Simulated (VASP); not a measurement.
OSZICAR of a VASP run on Si (diamond):

File OSZICAR:
```
       N       E                     dE             d eps       ncg     rms          rms(c)
DAV:   1     0.423426343202E+01    0.42343E+01   -0.28882E+03   464   0.629E+02
DAV:   2    -0.107781684470E+02   -0.15012E+02   -0.14065E+02   688   0.736E+01
DAV:   3    -0.109767355796E+02   -0.19857E+00   -0.19857E+00   640   0.106E+01
DAV:   4    -0.109775940206E+02   -0.85844E-03   -0.85844E-03   712   0.739E-01
DAV:   5    -0.109775945692E+02   -0.54856E-06   -0.54853E-06   640   0.187E-02    0.451E+00
DAV:   6    -0.108764312834E+02    0.10116E+00   -0.63907E-02   560   0.132E+00    0.275E+00
DAV:   7    -0.108281198483E+02    0.48311E-01   -0.12726E-01   576   0.199E+00    0.151E-01
DAV:   8    -0.108292860798E+02   -0.11662E-02   -0.34998E-03   544   0.440E-01    0.729E-02
DAV:   9    -0.108294971565E+02   -0.21108E-03   -0.21495E-04   672   0.111E-01    0.525E-02
DAV:  10    -0.108295220812E+02   -0.24925E-04   -0.29536E-05   528   0.403E-02    0.764E-03
DAV:  11    -0.108295219401E+02    0.14110E-06   -0.53075E-07   656   0.510E-03
   1 F= -.10829522E+02 E0= -.10829522E+02  d E =-.337717E-16
```

Problem. Which electronic solver shows in the log?

Solution. It is blocked Davidson (ALGO = Normal, or the opening steps of other solvers). The INCAR had ALGO = Normal.

Problem. Can the final energy be trusted as converged?

Solution. The run converged. It stopped with EDIFF = 1E-6, NELM = 100 (PBE GGA, plane waves, VASP's PBE PAW potentials (set 64)).

The compound is Si in the diamond structure. The cell was not relaxed at this level.
